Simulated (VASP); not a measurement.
All values below come from PBE GGA, VASP's PBE PAW potentials (set 64) (plane waves; VASP 6.6.1).

VASP input:

**POSCAR**
```
Ge
1
    0.0000000000     2.8855800000     2.8855800000
    2.8855800000     0.0000000000     2.8855800000
    2.8855800000     2.8855800000     0.0000000000
Ge
2
Direct
  0.0000000000   0.0000000000   0.0000000000
  0.2500000000   0.2500000000   0.2500000000
```

**KPOINTS**
```
Automatic mesh
0
Gamma
7 7 7
0 0 0
```

**INCAR**
```
SYSTEM  =  Ge
PREC  =  Accurate; ENCUT  =  400; LREAL  =  .FALSE.
LASPH  =  .TRUE.
EDIFF  =  1E-6; NELM  =  100; ALGO  =  Normal
IMIX  =  4; AMIX  =  0.2; BMIX  =  1.0
LMAXMIX  =  4
ISMEAR  =  0; SIGMA  =  0.05
GGA  =  PE
ISIF  =  2
LWAVE  =  .FALSE.; LCHARG  =  .FALSE.
```

POTCAR, in this order: Ge_d (PBE.64 set). Program: vasp_std.

What VASP printed:

**OSZICAR**
```
       N       E                     dE             d eps       ncg     rms          rms(c)
DAV:   1     0.152341288279E+03    0.15234E+03   -0.13609E+04   730   0.367E+03
DAV:   2     0.106121879919E+02   -0.14173E+03   -0.13977E+03   720   0.494E+02
DAV:   3    -0.849253203533E+01   -0.19105E+02   -0.18979E+02   794   0.139E+02
DAV:   4    -0.907485751578E+01   -0.58233E+00   -0.58122E+00   804   0.284E+01
DAV:   5    -0.908522648983E+01   -0.10369E-01   -0.10368E-01   834   0.384E+00    0.297E+00
DAV:   6    -0.906119082116E+01    0.24036E-01   -0.68683E-03   770   0.917E-01    0.238E+00
DAV:   7    -0.901292460173E+01    0.48266E-01   -0.82585E-02   786   0.345E+00    0.213E-01
DAV:   8    -0.901441890479E+01   -0.14943E-02   -0.86504E-03   764   0.146E+00    0.912E-02
DAV:   9    -0.901531095567E+01   -0.89205E-03   -0.94366E-04   816   0.392E-01    0.500E-02
DAV:  10    -0.901537445318E+01   -0.63498E-04   -0.39865E-04   858   0.390E-01    0.247E-02
DAV:  11    -0.901539060174E+01   -0.16149E-04   -0.67787E-05   812   0.114E-01    0.827E-03
DAV:  12    -0.901539374970E+01   -0.31480E-05   -0.11215E-05   878   0.606E-02    0.262E-03
DAV:  13    -0.901539440936E+01   -0.65967E-06   -0.53590E-07   548   0.986E-03
   1 F= -.90153944E+01 E0= -.90151625E+01  d E =-.463917E-03
```

**OUTCAR**
```
------------------------ aborting loop because EDIFF is reached ----------------------------------------
  FORCE on cell =-STRESS in cart. coord.  units (eV):
  Direction    XX          YY          ZZ          XY          YZ          ZX
  --------------------------------------------------------------------------------------
  Total       -0.1930224     -0.1930224     -0.1930224     -0.0000000      0.0000000      0.0000000
  in kB       -6.4355985     -6.4355985     -6.4355985     -0.0000000      0.0000000      0.0000000
  external PRESSURE =      -6.4355985 kB  Pullay stress =       0.0000000 kB
  volume of cell :       48.05
      direct lattice vectors                 reciprocal lattice vectors
     0.000000000  2.885580000  2.885580000    -0.173275390  0.173275390  0.173275390
     2.885580000  0.000000000  2.885580000     0.173275390 -0.173275390  0.173275390
     2.885580000  2.885580000  0.000000000     0.173275390  0.173275390 -0.173275390
 POSITION                                       TOTAL-FORCE (eV/Angst)
 -----------------------------------------------------------------------------------
      0.00000      0.00000      0.00000        -0.000000     -0.000000     -0.000000
      1.44279      1.44279      1.44279         0.000000      0.000000      0.000000
 -----------------------------------------------------------------------------------
    total drift:                                0.000000      0.000000      0.000000
  FREE ENERGIE OF THE ION-ELECTRON SYSTEM (eV)
  ---------------------------------------------------
  free  energy   TOTEN  =        -9.0153944094 eV

  energy  without entropy=       -9.0149304920  energy(sigma->0) =       -9.01516245
```
(Selected blocks of OUTCAR.)

The compound is Ge in the diamond structure. The cell was not relaxed at this level. The run is one of a series of settings (AMIX = 0.2, BMIX = 1.0, IMIX = 4 against the base run), some of them coarse on purpose.
